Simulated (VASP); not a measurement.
All values below come from rev-vdW-DF2, VASP's PBE PAW potentials (set 64) (plane waves; VASP).

The input files of a VASP run:

**INCAR**
```
SYSTEM = Sc
PREC = Accurate
ENCUT = 520
EDIFF = 1E-7
NELM = 100
ALGO = Normal
LREAL = .FALSE.
LASPH = .TRUE.
ISMEAR = 1
SIGMA = 0.1
GGA = MK
PARAM1 = 0.1234568
PARAM2 = 0.7114
ZAB_VDW = -1.8867
LUSE_VDW = .TRUE.
AGGAC = 0.0
LMAXMIX = 4
LWAVE = .FALSE.
LCHARG = .FALSE.
ISIF = 4
IBRION = 2
NSW = 30
EDIFFG = -0.01
```

### KPOINTS
```
Automatic mesh
0
Gamma
13 13 7
0 0 0
```

POSCAR:
```
Sc
1
    1.6769383780    -2.9045423853     0.0000000000
    1.6769383780     2.9045423853     0.0000000000
    0.0000000000     0.0000000000     5.1998828636
Sc
2
Direct
  0.3333330000   0.6666670000   0.2500000000
  0.6666670000   0.3333330000   0.7500000000
```

POTCAR, in this order: Sc_sv (PBE.64 set). Program: vasp_std.

What VASP printed:

### OSZICAR
```
       N       E                     dE             d eps       ncg     rms          rms(c)
DAV:   1     0.399209704556E+03    0.39921E+03   -0.11083E+04  2520   0.155E+03
DAV:   2     0.155084009659E+02   -0.38370E+03   -0.37773E+03  3485   0.659E+02
DAV:   3    -0.863443941134E+01   -0.24143E+02   -0.23460E+02  4181   0.189E+02
DAV:   4    -0.915100083145E+01   -0.51656E+00   -0.49098E+00  3827   0.246E+01
DAV:   5    -0.916205925486E+01   -0.11058E-01   -0.11048E-01  4241   0.329E+00    0.745E+00
DAV:   6    -0.792197856962E+01    0.12401E+01   -0.29661E+00  3171   0.222E+01    0.218E+00
DAV:   7    -0.777076820970E+01    0.15121E+00   -0.67609E-01  3290   0.955E+00    0.855E-01
DAV:   8    -0.776062397792E+01    0.10144E-01   -0.32512E-02  3430   0.277E+00    0.249E-01
DAV:   9    -0.775913949625E+01    0.14845E-02   -0.89790E-03  3262   0.114E+00    0.253E-02
DAV:  10    -0.775918579382E+01   -0.46298E-04   -0.15808E-04  4221   0.184E-01    0.689E-03
DAV:  11    -0.775918457697E+01    0.12169E-05   -0.30637E-06  3797   0.249E-02    0.218E-03
DAV:  12    -0.775918538570E+01   -0.80873E-06   -0.51764E-07  2905   0.100E-02    0.720E-04
DAV:  13    -0.775918514023E+01    0.24546E-06   -0.31997E-08  1967   0.376E-03    0.127E-04
DAV:  14    -0.775918513908E+01    0.11564E-08   -0.12207E-08  1967   0.296E-03
   1 F= -.77591851E+01 E0= -.77586135E+01  d E =-.775919E+01
```

**OUTCAR**
```
------------------------ aborting loop because EDIFF is reached ----------------------------------------
  FORCE on cell =-STRESS in cart. coord.  units (eV):
  Direction    XX          YY          ZZ          XY          YZ          ZX
  --------------------------------------------------------------------------------------
  Total       -0.9570569     -0.9570568     -0.9737742     -0.0000000      0.0000000      0.0000000
  in kB      -30.2712212    -30.2712194    -30.7999832     -0.0000000      0.0000000      0.0000000
  external PRESSURE =     -30.4474746 kB  Pullay stress =       0.0000000 kB
  volume of cell :       50.65
      direct lattice vectors                 reciprocal lattice vectors
     1.676938378 -2.904542385  0.000000000     0.298162417 -0.172144157  0.000000000
     1.676938378  2.904542385  0.000000000     0.298162417  0.172144157  0.000000000
     0.000000000  0.000000000  5.199882864     0.000000000  0.000000000  0.192312024
 POSITION                                       TOTAL-FORCE (eV/Angst)
 -----------------------------------------------------------------------------------
      1.67694      0.96818      1.29997        -0.000000      0.000000      0.000000
      1.67694     -0.96818      3.89991         0.000000      0.000000      0.000000
 -----------------------------------------------------------------------------------
    total drift:                                0.000000      0.000700     -0.000014
  FREE ENERGIE OF THE ION-ELECTRON SYSTEM (eV)
  ---------------------------------------------------
  free  energy   TOTEN  =        -7.7591851391 eV

  energy  without entropy=       -7.7574701531  energy(sigma->0) =       -7.75861348

 reached required accuracy - stopping structural energy minimisation
```
(Selected blocks of OUTCAR.)

The compound is Sc in the hcp structure. This cell is one point of a volume scan, at 1.06 of the reference volume.
